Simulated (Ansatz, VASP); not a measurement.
# Cross-check of HfC between VASP and Ansatz, part 2 of 2

Wanted: the spread between two codes on one cell, functional and k mesh. The structure shown is the end of the Ansatz relaxation below.

VASP 6.6.1 and Ansatz 0.2.0.

So far: The starting structure; Ansatz: relaxation, LDA; VASP: single point, LDA, pair 1.

### 3. VASP: single point, LDA, pair 1 (continued)

Level of this step: LDA; plane waves and PAW (C, Hf_pv) (VASP).

Numbers of over 12 decimals in the logs are rounded to 6 here.

Parts of OUTCAR (step 3):

```text
ion  position               nearest neighbor table
   1  0.000  0.000  0.000-   2 2.28   2 2.28   2 2.30   2 2.30   2 2.30   2 2.30
   2  0.500  0.500  0.500-   1 2.28   1 2.28   1 2.30   1 2.30   1 2.30   1 2.30

  LATTYP: Found a body centered orthorhombic cell.
 ALAT       =     3.2160035163
 B/A-ratio  =     1.0255236049
 C/A-ratio  =     1.4179857850

 Subroutine GETGRP returns: Found  8 space group operations
 (whereof  8 operations were pure point group operations)

The static configuration has the point symmetry D_2h.

 Found    621 irreducible k-points:

   k-points           NKPTS =    621   k-points in BZ     NKDIM =    621   number of bands    NBANDS=     13

   dimension x,y,z NGX =    28 NGY =   28 NGZ =   28
   dimension x,y,z NGXF=    56 NGYF=   56 NGZF=   56

   ENCUT  =  600.0 eV  44.10 Ry    6.64 a.u.   6.47  6.47  6.59*2*pi/ulx,y,z

   NELECT =      14.0000    total number of electrons

 k-points in reciprocal lattice and weights: Automatic mesh
   0.00000000  0.00000000  0.00000000       0.000
   0.06250000 -0.00000000  0.00000000       0.001
   0.12500000 -0.00000000  0.00000000       0.001
   0.18750000 -0.00000000  0.00000000       0.001
   0.25000000 -0.00000000  0.00000000       0.001
   0.31250000 -0.00000000  0.00000000       0.001
   0.37500000 -0.00000000  0.00000000       0.001
   0.43750000 -0.00000000  0.00000000       0.001
   0.50000000 -0.00000000  0.00000000       0.000
[...]
0.25000000  0.25000000  0.50000000       0.000
  -0.25000000  0.25000000  0.50000000       0.000

 average (electrostatic) potential at core
       1 -51.5776       2 -35.2608

 E-fermi :   6.1516

 k-point     1 :       0.0000    0.0000    0.0000
  band No.  band energies     occupation
      1     -23.0748      2.00000
      2     -23.0538      2.00000
      3     -23.0505      2.00000
      4      -6.1804      2.00000
      5       7.1027     -0.00000
      6       7.2388     -0.00000
      7       7.2483     -0.00000
      8       7.2699     -0.00000
      9       7.5218     -0.00000
    ...

 k-point     2 :       0.0625   -0.0000    0.0000
  band No.  band energies     occupation
      1     -23.0854      2.00000
      2     -23.0781      2.00000
      3     -23.0561      2.00000
      4      -6.0729      2.00000
      5       6.4963     -0.03508
      6       6.5145     -0.02775
      7       6.7179     -0.00046
      8       7.5219     -0.00000
      9       7.7523     -0.00000
    ...

 k-point     3 :       0.1250   -0.0000    0.0000
  band No.  band energies     occupation
    ...
      3     -23.0657      2.00000
      4      -5.7597      2.00000
      5       5.4249      2.00000
      6       5.6711      2.00354
      7       5.8773      2.06553
      8       7.8762     -0.00000
      9       8.0945     -0.00000
     10       8.5075     -0.00000
     11      11.1966      0.00000
     12      11.3535      0.00000
    ...

  Total       -0.6024867     -0.6024867      0.0758889     -0.6602217      0.0000000      0.0000000
  in kB      -39.9136039    -39.9136039      5.0274979    -43.7384411      0.0000000      0.0000000
  external PRESSURE =     -24.9332367 kB  Pullay stress =       0.0000000 kB

  energy-cutoff  :      600.00
  volume of cell :       24.18
      direct lattice vectors                 reciprocal lattice vectors
     0.029021078  2.303078972  2.280123635    -0.219871271  0.219871271  0.219286355
     2.303078972  0.029021078  2.280123635     0.219871271 -0.219871271  0.219286355
     2.332100050  2.332100050  0.000000000     0.214399035  0.214399035 -0.219286355

 POSITION                                       TOTAL-FORCE (eV/Angst)
 -----------------------------------------------------------------------------------
      0.00000      0.00000      0.00000         0.000000     -0.000000     -0.000000
      2.33210      2.33210      2.28012        -0.000000      0.000000      0.000000
 -----------------------------------------------------------------------------------
    total drift:                                0.000000      0.000000      0.000000

  FREE ENERGIE OF THE ION-ELECTRON SYSTEM (eV)
  ---------------------------------------------------
  free  energy   TOTEN  =       -22.8834984589 eV

  energy  without entropy=      -22.8830815791  energy(sigma->0) =      -22.88335950

 total charge
# of ion       s       p       d       tot
------------------------------------------
    1        0.868   1.532   0.000   2.400
    2        0.323   6.671   1.763   8.757
--------------------------------------------------
tot          1.191   8.203   1.763  11.157

[... 3 further parts left out ...]
```

The run ends at a pressure of -2.49 GPa.

### 4. Side by side

Known differences besides the potentials themselves: the two LDA forms differ slightly; the data sets hold 30 valence electrons in Ansatz (on its PAW soft_1 files) and 14 in VASP; the cutoff is 420 eV in Ansatz and 600 eV in VASP; VASP's log shows a relativistic correction to its local exchange, Ansatz's none; Ansatz's pressure holds a Pulay correction, VASP's none. Total energies have different zeros and are not compared.

The two programs side by side:

| quantity | Ansatz | VASP | difference |
| --- | --- | --- | --- |
| pressure (GPa) | -2.92 | -2.49 | -0.43 |

### 5. Ansatz: relaxation, LDA

This run makes the geometry at which the two programs are then compared. The cell compared in this pair holds 24.33 Å³, against 24.18 Å³ for the pair before.

The structure compared here is the end of the Ansatz relaxation.

File input.yaml:

```yaml
crystal:
  lattice:
    - [0.0404529406, 2.3145108353, 2.2801236353]
    - [2.3145108353, 0.0404529406, 2.2801236353]
    - [2.3549637759, 2.3549637759, 0.0]
  atoms:
    - { symbol: C, position: [0.0, 0.0, 0.0] }
    - { symbol: Hf, position: [0.5, 0.5, 0.5] }
  conventional_axes: [[0, 0, 1], [1, -1, 0], [1, 1, -1]]
kpoints:
  mp_grid: { grid: [16, 16, 16] }
hamiltonian:
  xc: lda
  pseudopotentials: { kind: paw, azcp: { folder: soft_1 }, xc_functional: pbe }
scf:
  occupations: { method: methfessel_paxton, width: 0.2 }
output:
  forces: true
  stress: true
  eigenvalues: true
relax:
  adjacent_minimum: "off"
  f_tol: 0.001
  max_steps: 60
  cell: { stress_tol: 0.01, fix: [a, angles] }
```

The run is started by

```
> ansatz run input.yaml --threads 4 --pin off --max-ram 10240MiB --backend cpu --events-out ev --progress --plain --runs-dir out
```

What it wrote:

```text
[...]
Crystal: 2 atoms, lattice volume = 24.422 Å³
Basis set: ecut = 420 eV, 495 PW (Γ)
Bands: 19, of which v1, the nominal top of the filled ones, is band 15 counted from 1 (14 counted from 0)
Symmetry: 8 space group operations
[...]
k-points: 621 of 4096
[...]
k-point 620: bands = [... 11 lower, 8.4898, 16.4917, 16.9054, 18.6509, 19.0268, 24.3140, 25.7270, 25.7671]
--- Relaxed structure (6 steps of the walk, 6 accepted, 2 SCFs on fresh bases) ---
[...]
cell:  # Å, volume = 24.3286 Å³
    - [0.043271, 2.311693, 2.277089]
    - [2.311693, 0.043271, 2.277089]
    - [2.3549637759, 2.3549637759, 0.0]
  atoms:
    - { symbol: C, position: [0, 0, 0] }
    - { symbol: Hf, position: [0.5, 0.5, 0.500000] }
[key lines of the parts left out:]
SCF converged after 4 iterations
Free energy (F): -15722.482803 eV
Fermi energy:    18.918789 eV
P = ⅓ Tr σ = -4.3264 GPa (-43.264 kbar)
```

### 6. VASP: single point, LDA, pair 2

The same cell, functional (in two slightly different forms), mesh and smearing now go to VASP, with its own data sets.

File INCAR:

```
SYSTEM = HfC
PREC = Accurate
ENCUT = 600
EDIFF = 1E-06
NELM = 120
ISMEAR = 1
SIGMA = 0.2
LREAL = .FALSE.
ALGO = Normal
GGA = CA
NBANDS = 13
LASPH = .TRUE.
LORBIT = 11
LWAVE = .FALSE.
LCHARG = .FALSE.
ISIF = 2
GGA_COMPAT = .FALSE.
KPAR = 2
```

File POSCAR:

```
HfC
1.0
    0.0432712233      2.3116925526      2.2770886185
    2.3116925526      0.0432712233      2.2770886185
    2.3549637759      2.3549637759      0.0000000000
C Hf
1 1
Direct
    0.0000000000      0.0000000000      0.0000000000
    0.5000000000      0.5000000000      0.5000000000
```

File KPOINTS:

```
Automatic mesh
0
Gamma
16 16 16
0 0 0
```

The projector-augmented-wave data sets are C and Hf_pv (LDA family, release 64).

The run is started by

```
> mpirun -np 2 vasp_std
```

What it wrote:

```text
[... set-up lines as in an earlier step ...]
 entering main loop
       N       E                     dE             d eps       ncg     rms          rms(c)
DAV:   1     0.238440420838E+02    0.23844E+02   -0.86023E+03 16186   0.119E+03
DAV:   2    -0.242704502773E+02   -0.48114E+02   -0.45083E+02 20378   0.220E+02
DAV:   3    -0.260091118491E+02   -0.17387E+01   -0.17300E+01 20337   0.299E+01
DAV:   4    -0.260190528375E+02   -0.99410E-02   -0.99394E-02 18113   0.270E+00
[...]
DAV:  10    -0.228678871353E+02    0.48237E-03   -0.18547E-03 19544   0.313E-01    0.701E-02
DAV:  11    -0.228678861461E+02    0.98915E-06   -0.82745E-05 19456   0.811E-02    0.684E-02
DAV:  12    -0.228678859121E+02    0.23401E-06   -0.19043E-06 18134   0.117E-02
   1 F= -.22867886E+02 E0= -.22867805E+02  d E =-.241961E-03
```

Parts of OUTCAR (step 6):

```text
  Total       -0.9350650     -0.9350650      0.0752754     -0.9838600      0.0000000      0.0000000
  in kB      -61.5792654    -61.5792654      4.9573075    -64.7926870      0.0000000      0.0000000
  external PRESSURE =     -39.4004078 kB  Pullay stress =       0.0000000 kB

 POSITION                                       TOTAL-FORCE (eV/Angst)
 -----------------------------------------------------------------------------------
      0.00000      0.00000      0.00000         0.000000     -0.000000      0.000000
      2.35496      2.35496      2.27709         0.000000      0.000000     -0.000000
 -----------------------------------------------------------------------------------
    total drift:                                0.000000      0.000000      0.000000

  FREE ENERGIE OF THE ION-ELECTRON SYSTEM (eV)
  ---------------------------------------------------
  free  energy   TOTEN  =       -22.8678859121 eV

  energy  without entropy=      -22.8676439507  energy(sigma->0) =      -22.86780526

[... 1 part as in an earlier step ...]

[... 2 further parts left out ...]
[key lines of the parts left out:]
E-fermi :   6.1170
```

The run ends at a pressure of -3.94 GPa.

### 7. Comparison

What differs besides the data sets and the points named for the pairs above, as far as they apply: the data sets hold 30 valence electrons in Ansatz (on its PAW soft_1 files) and 14 in VASP. Total energies have different zeros and are not compared.

Both answers:

| quantity | Ansatz | VASP | difference |
| --- | --- | --- | --- |
| pressure (GPa) | -4.33 | -3.94 | -0.39 |

### 8. Results

```json
{
 "difference in pressure (single point, LDA, pair 1)": "-0.43 GPa",
 "difference in pressure (single point, LDA, pair 2)": "-0.39 GPa"
}
```

**Reading.** The difference in pressure is -0.43 GPa (single point, LDA, pair 1), within the 1 GPa picked in this series as the mark of a large difference. The data sets hold unlike numbers of valence electrons (30 in Ansatz and 14 in VASP), so part of the differences comes from the potentials. How closely two codes agree says nothing of how well the functional describes the real material.

[Lines on the potential files, build, host, timing and source positions are cut from VASP's logs without a mark.]

[Logs are printed without paths, hosts, clocks, repeated set-up lines and the standing remarks that a program may print on its own settings, such as how far it seeks lower states.]

[Hosts, paths, dates, database ids (printed as entryN), source tags and the programs' standing remarks are cut or masked in the printed files.]
